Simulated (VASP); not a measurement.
# BaZnPF: Cu into a neighbouring F vacancy, part 3 of 4

Wanted: the minimum-energy path in BaZnPF for this move: Cu into a neighbouring F vacancy. The start is a cell from a database of measured crystal structures.

VASP 6.6.1, plane waves and PAW; the level of theory is named at each step.

So far. Step 2 (Relax the host): The run ended after 5 ionic steps, 0.029 eV below its first step, once forces and stress met EDIFFG = -0.02. Step 3 (Relax the start): The run ended after 8 ionic steps, 1.030 eV below its first step, once the forces on the free atoms met EDIFFG = -0.05.

## Step 4: Relax the end

Level of this step: PBE, spin-polarised, with small moments to start from; plane waves and PAW (Ba_sv, Zn, P, Cu, F) (VASP).

The end state is relaxed in the same way, so that both ends share their errors.

INCAR reads:

```
SYSTEM = Ba4Zn4CuP4F2
PREC = Normal
ENCUT = 400
EDIFF = 1E-05
NELM = 120
ISMEAR = 0
SIGMA = 0.05
LREAL = Auto
ALGO = Fast
GGA = PE
NBANDS = 91
ISPIN = 2
MAGMOM = 0.6 0 0 0 0 0 0 0 0 0 0 0 0.6 0 0.6
LASPH = .TRUE.
LMAXMIX = 4
LORBIT = 11
LWAVE = .FALSE.
LCHARG = .FALSE.
NCORE = 5
IBRION = 2
NSW = 60
ISIF = 2
EDIFFG = -0.05
POTIM = 0.4
MAXMIX = 40
ISYM = 0
```

POSCAR reads:

```
Ba4Zn4CuP4F2
1.0
    4.1896564335      4.1896564335      0.0000000000
   -4.1896564335      4.1896564335      0.0000000000
    0.0000000000      0.0000000000      9.5552734482
Ba Zn P Cu F
4 4 4 1 2
Direct
    0.2503128401      0.2498570365      0.6690118785
    0.7535442406      0.7507098885      0.6707431528
    0.2497933531      0.7536993069      0.3288788534
    0.7495402325      0.2453434176      0.3318424676
   -0.0030284401     -0.0029326639     -0.0006570183
    0.5007802397      0.5005219737     -0.0020558033
    0.4978332626      0.0031194863     -0.0009769466
    0.0023749564      0.5012507324     -0.0034510522
    0.2535302061      0.7523158435      0.8517836953
    0.7498602015      0.2537307556      0.8529369294
    0.2513143497      0.2470377075      0.1444919840
    0.7486733067      0.7491984608      0.1492163744
   -0.0034303920     -0.0043547296      0.4974984220
    0.5037319386     -0.0004869708      0.4986599162
    0.0010610053      0.5010660119      0.5009804101
```

KPOINTS reads:

```
Automatic mesh
0
Gamma
2 2 1
0 0 0
```

PAW data sets: Ba_sv, Zn, P, Cu and F (PBE family, release 64).

Started as:

```console
mpirun -np 5 vasp_std
```

The program printed:

```text
[... set-up lines as in an earlier step ...]
 entering main loop
       N       E                     dE             d eps       ncg     rms          rms(c)
DAV:   1     0.122548167958E+04    0.12255E+04   -0.47730E+04  1456   0.131E+03
DAV:   2     0.140349286406E+03   -0.10851E+04   -0.10047E+04  1496   0.356E+02
DAV:   3    -0.452661941231E+02   -0.18562E+03   -0.17977E+03  1651   0.159E+02
DAV:   4    -0.599645357394E+02   -0.14698E+02   -0.14545E+02  2104   0.405E+01
DAV:   5    -0.605284481049E+02   -0.56391E+00   -0.56236E+00  2280   0.771E+00    0.171E+01
RMM:   6    -0.562004149617E+02    0.43280E+01   -0.20497E+01  1562   0.184E+01    0.108E+01
RMM:   7    -0.560047958818E+02    0.19562E+00   -0.55296E+00  1695   0.103E+01    0.653E+00
RMM:   8    -0.560783775997E+02   -0.73582E-01   -0.21940E+00  1784   0.542E+00    0.308E+00
RMM:   9    -0.560185236153E+02    0.59854E-01   -0.53616E-01  1884   0.299E+00    0.989E-01
RMM:  10    -0.560264914170E+02   -0.79678E-02   -0.96225E-02  1950   0.970E-01    0.342E-01
RMM:  11    -0.560275534999E+02   -0.10621E-02   -0.29426E-02  2129   0.500E-01    0.211E-01
RMM:  12    -0.560286728711E+02   -0.11194E-02   -0.93986E-03  2347   0.266E-01    0.129E-01
RMM:  13    -0.560293551618E+02   -0.68229E-03   -0.51063E-03  2299   0.168E-01    0.465E-02
RMM:  14    -0.560296120316E+02   -0.25687E-03   -0.29135E-03  2288   0.124E-01    0.242E-02
RMM:  15    -0.560298338734E+02   -0.22184E-03   -0.22549E-03  2183   0.952E-02    0.187E-02
RMM:  16    -0.560299730460E+02   -0.13917E-03   -0.14534E-03  2026   0.748E-02    0.111E-02
RMM:  17    -0.560300913982E+02   -0.11835E-03   -0.12508E-03  1859   0.618E-02    0.851E-03
RMM:  18    -0.560301762621E+02   -0.84864E-04   -0.88601E-04  1689   0.530E-02    0.457E-03
RMM:  19    -0.560302529399E+02   -0.76678E-04   -0.80230E-04  1525   0.458E-02    0.390E-03
RMM:  20    -0.560303109941E+02   -0.58054E-04   -0.61117E-04  1378   0.401E-02    0.216E-03
RMM:  21    -0.560303617704E+02   -0.50776E-04   -0.53758E-04  1282   0.351E-02    0.250E-03
RMM:  22    -0.560304033813E+02   -0.41611E-04   -0.43954E-04  1180   0.310E-02    0.275E-03
RMM:  23    -0.560304393346E+02   -0.35953E-04   -0.38255E-04  1131   0.278E-02    0.775E-03
RMM:  24    -0.560304697664E+02   -0.30432E-04   -0.32414E-04  1086   0.251E-02    0.555E-03
RMM:  25    -0.560304951783E+02   -0.25412E-04   -0.27125E-04  1021   0.224E-02    0.515E-03
RMM:  26    -0.560305181496E+02   -0.22971E-04   -0.24414E-04   947   0.203E-02    0.557E-03
RMM:  27    -0.560305365055E+02   -0.18356E-04   -0.19637E-04   831   0.180E-02    0.680E-03
RMM:  28    -0.560305539562E+02   -0.17451E-04   -0.18586E-04   879   0.168E-02    0.607E-03
RMM:  29    -0.560305672908E+02   -0.13335E-04   -0.14345E-04   820   0.153E-02    0.593E-03
RMM:  30    -0.560305806726E+02   -0.13382E-04   -0.14288E-04   836   0.143E-02    0.536E-03
RMM:  31    -0.560305904577E+02   -0.97851E-05   -0.10574E-04   778   0.131E-02    0.483E-03
RMM:  32    -0.560306006524E+02   -0.10195E-04   -0.10902E-04   746   0.122E-02    0.449E-03
RMM:  33    -0.560306078654E+02   -0.72130E-05   -0.78007E-05   728   0.113E-02
   1 F= -.56030608E+02 E0= -.56027071E+02  d E =-.560306E+02  mag=     0.5000
 curvature:   0.00 expect dE= 0.000E+00 dE for cont linesearch  0.000E+00
 trial: gam= 0.00000 g(F)=  0.833E+00 g(S)=  0.000E+00 ort = 0.000E+00 (trialstep = 0.100E+01)
 search vector abs. value=  0.833E+00
 bond charge predicted
       N       E                     dE             d eps       ncg     rms          rms(c)
DAV:   1    -0.564744017276E+02   -0.44380E+00   -0.36217E+01  1488   0.148E+01    0.187E+00
RMM:   2    -0.586735840362E+02   -0.21992E+01   -0.97364E+00  1653   0.809E+00    0.105E+01
RMM:   3    -0.568825848836E+02    0.17910E+01   -0.10326E+01  1613   0.843E+00    0.407E+00
RMM:   4    -0.566935626793E+02    0.18902E+00   -0.58235E-01  1582   0.308E+00    0.149E+00
RMM:   5    -0.577564234161E+02   -0.10629E+01   -0.57338E+00  1744   0.568E+00    0.792E+00
RMM:   6    -0.581286407185E+02   -0.37222E+00   -0.38261E-01  1964   0.172E+00    0.932E+00
RMM:   7    -0.576545239335E+02    0.47412E+00   -0.12513E-01  1522   0.107E+00    0.781E+00
RMM:   8    -0.571369573818E+02    0.51757E+00   -0.43861E-01  1629   0.171E+00    0.546E+00
RMM:   9    -0.569268865960E+02    0.21007E+00   -0.17211E-01  1762   0.102E+00    0.404E+00
RMM:  10    -0.568812735203E+02    0.45613E-01   -0.32764E-02  2011   0.454E-01    0.360E+00
RMM:  11    -0.568452165653E+02    0.36057E-01   -0.14165E-02  2049   0.259E-01    0.326E+00
RMM:  12    -0.567910283751E+02    0.54188E-01   -0.29351E-02  1906   0.363E-01    0.271E+00
RMM:  13    -0.567133053012E+02    0.77723E-01   -0.11424E-01  2064   0.736E-01    0.162E+00
RMM:  14    -0.567399181846E+02   -0.26613E-01   -0.15465E-02  1854   0.330E-01    0.199E+00
RMM:  15    -0.567562576058E+02   -0.16339E-01   -0.62636E-03  1857   0.197E-01    0.221E+00
RMM:  16    -0.567521293826E+02    0.41282E-02   -0.63459E-04  1883   0.927E-02    0.218E+00
RMM:  17    -0.567109665043E+02    0.41163E-01   -0.39694E-02  2189   0.440E-01    0.153E+00
RMM:  18    -0.567098468699E+02    0.11196E-02   -0.23781E-03  2012   0.129E-01    0.148E+00
RMM:  19    -0.567016581480E+02    0.81887E-02   -0.56995E-03  2118   0.172E-01    0.124E+00
RMM:  20    -0.566943242633E+02    0.73339E-02   -0.81027E-03  2156   0.198E-01    0.956E-01
RMM:  21    -0.566899521861E+02    0.43721E-02   -0.63295E-03  2121   0.200E-01    0.688E-01
RMM:  22    -0.566887486716E+02    0.12035E-02   -0.18873E-03  1982   0.145E-01    0.545E-01
RMM:  23    -0.566861689149E+02    0.25798E-02   -0.81719E-03  2147   0.204E-01    0.344E-01
RMM:  24    -0.566857116842E+02    0.45723E-03   -0.38059E-03  2043   0.193E-01    0.197E-01
RMM:  25    -0.566879333895E+02   -0.22217E-02   -0.11308E-02  2129   0.329E-01    0.412E-01
RMM:  26    -0.566867167294E+02    0.12167E-02   -0.81235E-04  1716   0.850E-02    0.308E-01
RMM:  27    -0.566856505209E+02    0.10662E-02   -0.33799E-03  2040   0.141E-01    0.114E-01
RMM:  28    -0.566856128949E+02    0.37626E-04   -0.83350E-04  1842   0.762E-02    0.601E-02
RMM:  29    -0.566856072817E+02    0.56133E-05   -0.15747E-04  1516   0.417E-02    0.606E-02
RMM:  30    -0.566856051826E+02    0.20991E-05   -0.39446E-05  1152   0.205E-02
   2 F= -.56685605E+02 E0= -.56681046E+02  d E =-.654997E+00  mag=     0.5001
[...]
WARNING in EDDRMM: call to ZHEGV failed, returncode =   6  3     55
[... from here on, the cycles between the ionic steps are left out ...]
   3 F= -.57069477E+02 E0= -.57064336E+02  d E =-.103887E+01  mag=     0.5000
   4 F= -.57073072E+02 E0= -.57067834E+02  d E =-.104246E+01  mag=     0.5000
   5 F= -.57107718E+02 E0= -.57102603E+02  d E =-.346456E-01  mag=     0.5000
   6 F= -.57139712E+02 E0= -.57135250E+02  d E =-.666397E-01  mag=     0.5000
   7 F= -.57141754E+02 E0= -.57137118E+02  d E =-.686811E-01  mag=     0.5000
   8 F= -.57146289E+02 E0= -.57141711E+02  d E =-.453520E-02  mag=     0.5000
 trial-energy change:   -0.004535  1 .order   -0.004461   -0.005730   -0.003192
 step:   3.8135(harm=  4.4407)  dis= 0.01118  next Energy=   -57.147849 (dE=-0.610E-02)
 bond charge predicted
       N       E                     dE             d eps       ncg     rms          rms(c)
DAV:   1    -0.571462770243E+02    0.19658E-04   -0.52017E-01  1486   0.222E+00    0.224E-01
RMM:   2    -0.571479667410E+02   -0.16897E-02   -0.19622E-02  1723   0.524E-01    0.729E-02
RMM:   3    -0.571482401814E+02   -0.27344E-03   -0.27039E-03  1893   0.168E-01    0.205E-02
RMM:   4    -0.571482650615E+02   -0.24880E-04   -0.30042E-04  1813   0.580E-02    0.137E-02
RMM:   5    -0.571482687343E+02   -0.36727E-05   -0.64501E-05  1382   0.308E-02
   9 F= -.57148269E+02 E0= -.57143691E+02  d E =-.651521E-02  mag=     0.5000
 curvature:  -2.30 expect dE=-0.472E-03 dE for cont linesearch -0.216E-03
 trial: gam=-0.10973 g(F)=  0.205E-03 g(S)=  0.000E+00 ort = 0.551E-03 (trialstep = 0.234E+01)
 search vector abs. value=  0.123E-03
 reached required accuracy - stopping structural energy minimisation
```

Run time: 7.4 min. Hardware: 5 MPI ranks of AMD EPYC 7R43, shared host; peak memory 0.6 GiB.

OUTCAR, selected parts (step 4):

```text
 Found      4 irreducible k-points:

   NELECT =     133.0000    total number of electrons

 E-fermi :   4.2797

 spin component 1
 k-point     1 :       0.0000    0.0000    0.0000
  band No.  band energies     occupation
    ...
     63       2.1735      1.00000
     64       2.2496      1.00000
     65       3.0655      1.00000
     66       3.0672      1.00000
     67       3.4285      1.00000
     68       4.3799      0.00230
     69       4.3905      0.00087
     70       4.8592      0.00000
     71       5.3506      0.00000
     72       5.3600      0.00000
    ...

 k-point     2 :       0.5000    0.0000    0.0000
  band No.  band energies     occupation
    ...
     63       1.8745      1.00000
     64       2.2087      1.00000
     65       2.3294      1.00000
     66       2.6564      1.00000
     67       4.2726      0.57927
     68       5.2180      0.00000
     69       5.4567      0.00000
     70       5.6358      0.00000
     71       5.8416      0.00000
     72       6.4097      0.00000
    ...

 k-point     3 :       0.0000    0.5000    0.0000
  band No.  band energies     occupation
    ...
     63       1.8745      1.00000
     64       2.2087      1.00000
     65       2.3296      1.00000
     66       2.6561      1.00000
     67       4.2728      0.57730
     68       5.2177      0.00000
     69       5.4566      0.00000
     70       5.6358      0.00000
     71       5.8417      0.00000
     72       6.4099      0.00000
    ...

 k-point     4 :       0.5000    0.5000    0.0000
  band No.  band energies     occupation
    ...
     64       2.1396      1.00000
     65       2.1404      1.00000
     66       3.1505      1.00000
     67       4.2445      0.84024
     68       4.7292      0.00000
     69       4.9013      0.00000
     70       4.9053      0.00000
     71       5.3251      0.00000
     72       5.3803      0.00000
     73       5.3825      0.00000
    ...

  Total        2.2111245      2.2046888     -0.5913710      0.0047751     -0.0788422     -0.0378225
  in kB       10.5607275     10.5299898     -2.8244942      0.0228068     -0.3765644     -0.1806470
  external PRESSURE =       6.0887410 kB  Pullay stress =       0.0000000 kB

 POSITION                                       TOTAL-FORCE (eV/Angst)
 -----------------------------------------------------------------------------------
      0.00278      2.17473      6.62884        -0.005835     -0.012748      0.005503
      0.00280      6.20822      6.65203        -0.007785      0.008880     -0.003002
     -2.01146      4.19327      2.89835        -0.018262      0.003123     -0.001186
      2.01458      4.19358      2.91008         0.022629      0.001277     -0.008949
     -0.00294      8.37366      9.54874         0.002608      0.011370      0.001674
      0.00058      4.19683      9.54537         0.001456     -0.004275     -0.000298
      2.08427      2.09933      9.54852         0.013770      0.002049     -0.000907
     -2.08716      2.10110      9.54223        -0.005407     -0.005383      0.009232
     -2.11435      4.19510      8.15734         0.034920     -0.015781      0.001496
      2.11391      4.19305      8.15686        -0.028874     -0.010629      0.001940
     -0.00078      2.07741      1.38126        -0.000399      0.027386      0.005231
      0.00098      6.30170      1.38179         0.001678     -0.004974     -0.008924
      0.00923      8.36562      4.76907        -0.003099      0.004041      0.004918
     -2.08753      6.28686      4.77293        -0.010420     -0.001075     -0.001991
     -2.09020      2.09904      4.77565         0.003021     -0.003261     -0.004737
 -----------------------------------------------------------------------------------
    total drift:                               -0.013333      0.018801     -0.038880

  FREE ENERGIE OF THE ION-ELECTRON SYSTEM (eV)
  ---------------------------------------------------
  free  energy   TOTEN  =       -57.1482687343 eV

  energy  without entropy=      -57.1391138484  energy(sigma->0) =      -57.14369129

 total charge
# of ion       s       p       d       tot
------------------------------------------
    1        2.015   5.589   0.342   7.946
    2        2.015   5.589   0.346   7.950
    3        2.015   5.589   0.344   7.948
    4        2.015   5.589   0.342   7.946
    5        0.566   0.453   9.761  10.779
    6        0.579   0.439   9.755  10.773
    7        0.569   0.453   9.755  10.777
    8        0.569   0.453   9.755  10.776
    9        1.033   1.468   0.000   2.501
   10        1.033   1.469   0.000   2.501
   11        1.032   1.469   0.000   2.501
   12        1.033   1.468   0.000   2.500
   13        0.697   0.053   9.272  10.021
   14        1.772   4.341   0.000   6.113
   15        1.772   4.341   0.000   6.113
--------------------------------------------------
tot         18.713  38.762  49.672 107.147

 magnetization (x)
# of ion       s       p       d       tot
------------------------------------------
    1        0.004   0.000   0.023   0.028
    2        0.004   0.000   0.023   0.027
    3        0.004   0.000   0.023   0.028
    4        0.004   0.000   0.023   0.028
    5       -0.001   0.003   0.003   0.005
    6        0.017   0.000   0.001   0.018
    7       -0.001   0.001   0.001   0.001
    8       -0.001   0.001   0.001   0.001
    9        0.002   0.001   0.000   0.003
   10        0.002   0.001   0.000   0.003
   11        0.002   0.001   0.000   0.003
   12        0.002   0.001   0.000   0.003
   13       -0.001   0.001   0.001   0.001
   14        0.001   0.004   0.000   0.005
   15        0.001   0.004   0.000   0.005
--------------------------------------------------
tot          0.036   0.020   0.099   0.155

[... 6 parts as in an earlier step ...]

[... 6 further parts left out ...]
```

CONTCAR:

```
Ba4Zn4CuP4F2
   1.00000000000000
     4.1896564334999997    4.1896564334999997    0.0000000000000000
    -4.1896564334999997    4.1896564334999997    0.0000000000000000
     0.0000000000000000    0.0000000000000000    9.5552734481999995
  Ba              Zn              P               Cu              F
     4     4     4     1     2
Direct
     0.2598667633277451    0.2592033330934627    0.6937361558834751
     0.7412328343925544    0.7405646593341684    0.6961634913618255
     0.2603812602716795    0.7404816730461762    0.3033244032409340
     0.7408910074647528    0.2600459568470052    0.3045521187684519
     0.9989746480131603    0.9996758892924045    0.9993167167017479
     0.5009244912213433    0.5007869241181155    0.9989639781754407
     0.4992772239483672    0.0017973168935494    0.9992930820177237
     0.0016632989686063    0.4998326312579434    0.9986351802444537
     0.2483201547366752    0.7529797157840721    0.8537005378798879
     0.7526826001025436    0.2481279706738119    0.8536504997320347
     0.2478286479294281    0.2480145585025559    0.1445549870431910
     0.7521712815568288    0.7519382504353966    0.1446099254977704
     0.9994675897088275    0.9972641935532560    0.4991032519174766
     0.5011549894828595    0.9994129596793677    0.4995071429271051
     0.0010545096746302    0.4999502243887304    0.4997917919084776
```

The steps of the relaxation:

| step | energy less that of the first step (eV) | largest force (eV/Å) |
| --- | --- | --- |
| 1 | 0.0000 | 2.4813 |
| 2 | -0.6550 | 1.4295 |
| 3 | -1.0389 | 0.4015 |
| 4 | -1.0425 | 0.3633 |
| 5 | -1.0771 | 0.2800 |
| 6 | -1.1091 | 0.2101 |
| 7 | -1.1111 | 0.1327 |
| 8 | -1.1157 | 0.0617 |
| 9 | -1.1177 | 0.0383 |

The atoms that moved most (Å):

| atom | dx | dy | dz | length |
| --- | --- | --- | --- | --- |
| Ba4 | -0.098 | 0.025 | -0.261 | 0.280 |
| Ba3 | 0.100 | -0.011 | -0.244 | 0.264 |
| Ba2 | -0.009 | -0.094 | 0.243 | 0.261 |
| Ba1 | 0.001 | 0.079 | 0.236 | 0.249 |
| P12 | 0.003 | 0.026 | -0.044 | 0.051 |
| P10 | 0.035 | -0.012 | 0.007 | 0.038 |
| P9 | -0.025 | -0.019 | 0.018 | 0.036 |
| Cu13 | 0.005 | 0.019 | 0.015 | 0.025 |

Final coordinates:

```xyz
15
Lattice="4.1897 4.1897 0.0000 -4.1897 4.1897 0.0000 0.0000 0.0000 9.5553" Properties=species:S:1:pos:R:3 pbc="T T T"
Ba    0.0028    2.1747    6.6288
Ba    0.0028    6.2082    6.6520
Ba   -2.0115    4.1933    2.8983
Ba    2.0146    4.1936    2.9101
Zn   -0.0029   -0.0057   -0.0065
Zn    0.0006    4.1968   -0.0099
Zn    2.0843    2.0993   -0.0068
Zn   -2.0872    2.1011   -0.0130
P    -2.1144    4.1951    8.1573
P     2.1139    4.1931    8.1569
P    -0.0008    2.0774    1.3813
P     0.0010    6.3017    1.3818
Cu    0.0092   -0.0137    4.7691
F     2.1021    2.0972    4.7729
F    -2.0902    2.0990    4.7756
```

This step gave:

```
electronic cycles                                 : 120
free energy (TOTEN)                               : -57.1483 eV
Fermi energy                                      : 4.280 eV
moment of the cell, from the last line of the log : 0.5 μB
```

The run ended after 9 ionic steps, 1.118 eV below its first step, once the forces on the free atoms met EDIFFG = -0.05.

[end of part 3 of 4]

[Lines on the potential files, build, host, timing and source positions are cut from VASP's logs without a mark.]

[Logs are printed without paths, hosts, clocks, repeated set-up lines and the standing remarks that a program may print on its own settings, such as how far it seeks lower states.]

[Hosts, paths, dates, database ids (printed as entryN), source tags and the programs' standing remarks are cut or masked in the printed files.]

[Runs that stopped without an error message from VASP are left out.]
